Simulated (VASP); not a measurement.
Here is the system:

```yaml
crystal:
  lattice:
    - [0.00000, 2.53368, 2.53368]
    - [2.52101, 0.00000, 2.53368]
    - [2.52101, 2.53368, 0.00000]
  atoms:
    - { symbol: Zr, position: [0.00000, 0.00000, 0.00000] }
    - { symbol: O, position: [0.25000, 0.25000, 0.25000] }
    - { symbol: O, position: [0.75000, 0.75000, 0.75000] }
```

Method: PBEsol GGA, VASP's PBE PAW potentials (set 64) (plane waves; VASP). Run with 600 eV cut-off, 8×8×8 Γ-centred mesh, Gaussian smearing of 0.050 eV, potentials Zr_sv O.

Give the stress tensor in GPa (positive for a compressed cell).

```
2.53  0.00  0.00
0.00  0.30  0.00
0.00  0.00  0.30
```
The pressure is its mean diagonal, 1.05 GPa.

The compound is ZrO2 in the fluorite structure, the high-temperature cubic form, which is unstable at 0 K; the monoclinic form is the stable one. This cell was strained or had an atom moved on purpose.
